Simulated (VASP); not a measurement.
All values below come from PBEsol GGA, VASP's PBE PAW potentials (set 64) (plane waves; VASP).

VASP input:

**KPOINTS**
```
K-points
0
G
10 10 10
```

**INCAR**
```
# general
SYSTEM =HfN
PREC   =Accurate
ENCUT  =520
LREAL  =F
LASPH  =T

# electronic loop
EDIFF  =1E-6
NELM   =100
ALGO   =Normal
LMAXMIX=6

# smearing
ISMEAR =1
SIGMA  =0.1

# functional
GGA    =PS

# ions
ISIF   =2

# output
LWAVE  =F
LCHARG =F
```

POSCAR:
```
HfN
1
    0.0000000000     2.2558600000     2.2558600000
    2.2558600000     0.0000000000     2.2558600000
    2.2558600000     2.2558600000     0.0000000000
Hf N
1 1
Direct
  0.0000000000   0.0000000000   0.0000000000
  0.5000000000   0.5000000000   0.5000000000
```

POTCAR, in this order: Hf_pv N (PBE.64 set). Program: vasp_std.

Output

OUTCAR:
```
 ion  position               nearest neighbor table
   1  0.000  0.000  0.000-   2 2.26   2 2.26   2 2.26   2 2.26   2 2.26   2 2.26
   2  0.500  0.500  0.500-   1 2.26   1 2.26   1 2.26   1 2.26   1 2.26   1 2.26
  LATTYP: Found a face centered cubic cell.
 ALAT       =     4.5117200000
 Subroutine PRICEL returns:
 Original cell was already a primitive cell.
 Subroutine GETGRP returns: Found 48 space group operations
The static configuration has the point symmetry O_h .
The dynamic configuration has the point symmetry O_h .
 Subroutine INISYM returns: Found 48 space group operations
 Subroutine IBZKPT returns following result:
 Found     47 irreducible k-points:

 Following reciprocal coordinates:
            Coordinates               Weight
  0.000000  0.000000  0.000000      1.000000
  0.100000  0.000000  0.000000      8.000000
  0.200000  0.000000  0.000000      8.000000
  0.300000  0.000000  0.000000      8.000000
  0.400000  0.000000  0.000000      8.000000
  0.500000  0.000000  0.000000      4.000000
  0.100000  0.100000  0.000000      6.000000
  0.200000  0.100000  0.000000     24.000000
  0.300000  0.100000  0.000000     24.000000
  0.400000  0.100000  0.000000     24.000000
  0.500000  0.100000  0.000000     24.000000
 -0.400000  0.100000  0.000000     24.000000
 -0.300000  0.100000  0.000000     24.000000
 -0.200000  0.100000  0.000000     24.000000
 -0.100000  0.100000  0.000000     12.000000
  0.200000  0.200000  0.000000      6.000000
  0.300000  0.200000  0.000000     24.000000
  0.400000  0.200000  0.000000     24.000000
  0.500000  0.200000  0.000000     24.000000
 -0.400000  0.200000  0.000000     24.000000
 -0.300000  0.200000  0.000000     24.000000
 -0.200000  0.200000  0.000000     12.000000
  0.300000  0.300000  0.000000      6.000000
  0.400000  0.300000  0.000000     24.000000
...
```

OSZICAR:
```
       N       E                     dE             d eps       ncg     rms          rms(c)
DAV:   1     0.359979147076E+02    0.35998E+02   -0.80782E+03  1042   0.128E+03
DAV:   2    -0.235260405592E+02   -0.59524E+02   -0.56364E+02  1335   0.254E+02
DAV:   3    -0.256958213719E+02   -0.21698E+01   -0.21514E+01  1350   0.411E+01
DAV:   4    -0.257147623164E+02   -0.18941E-01   -0.18896E-01  1237   0.376E+00
DAV:   5    -0.257150374429E+02   -0.27513E-03   -0.27507E-03  1361   0.339E-01    0.509E+01
DAV:   6    -0.230877354191E+02    0.26273E+01   -0.13824E+01  1187   0.265E+01    0.418E+01
DAV:   7    -0.230082350783E+02    0.79500E-01   -0.65250E-01  1178   0.734E+00    0.257E+01
DAV:   8    -0.229891120575E+02    0.19123E-01   -0.10056E-01  1172   0.312E+00    0.515E+00
DAV:   9    -0.229823207435E+02    0.67913E-02   -0.34902E-02  1228   0.139E+00    0.169E+00
DAV:  10    -0.229818890959E+02    0.43165E-03   -0.25135E-03  1237   0.442E-01    0.497E-02
DAV:  11    -0.229818949946E+02   -0.58987E-05   -0.73493E-05  1219   0.985E-02    0.543E-02
DAV:  12    -0.229818926180E+02    0.23767E-05   -0.91706E-06  1206   0.262E-02    0.147E-02
DAV:  13    -0.229818924908E+02    0.12719E-06   -0.45836E-07   649   0.720E-03
   1 F= -.22981892E+02 E0= -.22981640E+02  d E =-.758908E-03
```

File OUTCAR:
```
------------------------ aborting loop because EDIFF is reached ----------------------------------------
  FORCE on cell =-STRESS in cart. coord.  units (eV):
  Direction    XX          YY          ZZ          XY          YZ          ZX
  --------------------------------------------------------------------------------------
  Total       -0.5786534     -0.5786534     -0.5786534     -0.0000000      0.0000000     -0.0000000
  in kB      -40.3796631    -40.3796631    -40.3796631     -0.0000000      0.0000000     -0.0000000
  external PRESSURE =     -40.3796631 kB  Pullay stress =       0.0000000 kB
  volume of cell :       22.96
      direct lattice vectors                 reciprocal lattice vectors
     0.000000000  2.255860000  2.255860000    -0.221644960  0.221644960  0.221644960
     2.255860000  0.000000000  2.255860000     0.221644960 -0.221644960  0.221644960
     2.255860000  2.255860000  0.000000000     0.221644960  0.221644960 -0.221644960
 POSITION                                       TOTAL-FORCE (eV/Angst)
 -----------------------------------------------------------------------------------
      0.00000      0.00000      0.00000         0.000000     -0.000000     -0.000000
      2.25586      2.25586      2.25586        -0.000000      0.000000      0.000000
 -----------------------------------------------------------------------------------
    total drift:                                0.000000     -0.000000     -0.000000
  FREE ENERGIE OF THE ION-ELECTRON SYSTEM (eV)
  ---------------------------------------------------
  free  energy   TOTEN  =       -22.9818924908 eV

  energy  without entropy=      -22.9811335832  energy(sigma->0) =      -22.98163952
```
(Selected blocks of OUTCAR.)

File OUTCAR:
```
 val. band max:        8.2223170902   @ k =  -0.4000   0.3000   0.0000

 cond. band min:       8.2801706711   @ k =  -0.1000   0.1000   0.0000


 Fermi energy:         8.2632842824

 k-point     1 :       0.0000    0.0000    0.0000
  band No.  band energies     occupation
      1     -22.8018      2.00000
      2     -22.8018      2.00000
      3     -22.8018      2.00000
      4      -9.2323      2.00000
      5       5.2405      2.00000
      6       5.2405      2.00000
      7       5.2405      2.00000
      8       7.8646      2.00000
      9       7.8646      2.00000
     10       7.8646      2.00000
     11      10.0848     -0.00000

 k-point     2 :       0.1000    0.0000    0.0000
  band No.  band energies     occupation
      1     -22.9054      2.00000
      2     -22.8104      2.00000
      3     -22.8104      2.00000
      4      -8.9990      2.00000
      5       4.3070      2.00000
      6       4.6863      2.00000
      7       4.6863      2.00000
      8       8.0985      2.04175
      9       8.1949      1.90852
     10       8.1949      1.90852
     11      10.7875      0.00000

 k-point     3 :       0.2000    0.0000    0.0000
  band No.  band energies     occupation
      1     -23.1658      2.00000
      2     -22.8328      2.00000
      3     -22.8328      2.00000
      4      -8.3717      2.00000
      5       2.6203      2.00000
      6       3.6793      2.00000
      7       3.6793      2.00000
      8       8.4878     -0.00670
      9       9.0173     -0.00000
     10       9.0173     -0.00000
     11      12.2387      0.00000

 k-point     4 :       0.3000    0.0000    0.0000
  band No.  band energies     occupation
      1     -23.4687      2.00000
      2     -22.8603      2.00000
      3     -22.8603      2.00000
      4      -7.5383      2.00000
      5       1.0028      2.00000
      6       2.7995      2.00000
      7       2.7995      2.00000
      8       9.2205     -0.00000
      9      10.1842     -0.00000
...
```

Unless said otherwise, spin-orbit coupling is left out, though it shifts the bands of the heavy elements here.

The structure comes from a computed database's HfN entry; how it stands against other phases isn't given here. The cell was not relaxed at this level. The run is one of a series of settings (ENCUT = 520 against the base run), some of them coarse on purpose. The electron count is odd and the run is not spin-polarised, which forces a metal.
